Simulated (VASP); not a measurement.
The cell holds one MoTe2 (2H layered) bilayer, with vacuum along c. Ionisation potential and electron affinity count from the cell's own band edges, surface states included.

Input:

```xyz
6
Lattice="3.5706 0.0000 0.0000 -1.7853 3.0922 0.0000 0.0000 0.0000 27.2254" Properties=species:S:1:pos:R:3 pbc="T T T"
Te     0.0000     2.0615    11.8509
Te     0.0000     2.0615     8.2238
Te     1.7853     1.0307    19.0016
Te     1.7853     1.0307    15.3745
Mo     1.7853     1.0307    10.0363
Mo     0.0000     2.0615    17.1890
```

The numbers are results of optB88-vdW, VASP's PBE PAW potentials (set 64) (plane waves; VASP), not measurements. Numerical set-up: 400 eV cut-off, 12×12×1 Γ-centred mesh, Gaussian smearing of 0.050 eV, potentials Te Mo_sv.

Unless said otherwise, spin-orbit coupling is left out, though it shifts the bands of the heavy elements here.

Q: Predict its energy to cut it from the bulk, per area, ionisation potential, electron affinity, band gap (on the k-mesh).

A: 
The energy to cut it from the bulk, per area comes out as 24.7 meV/Å² and the ionisation potential is 5.10 eV. The electron affinity comes out as 4.11 eV and the band gap (on the k-mesh) is 0.99 eV.

The cell is a sheet with vacuum, built from MoTe2 (2H layered).
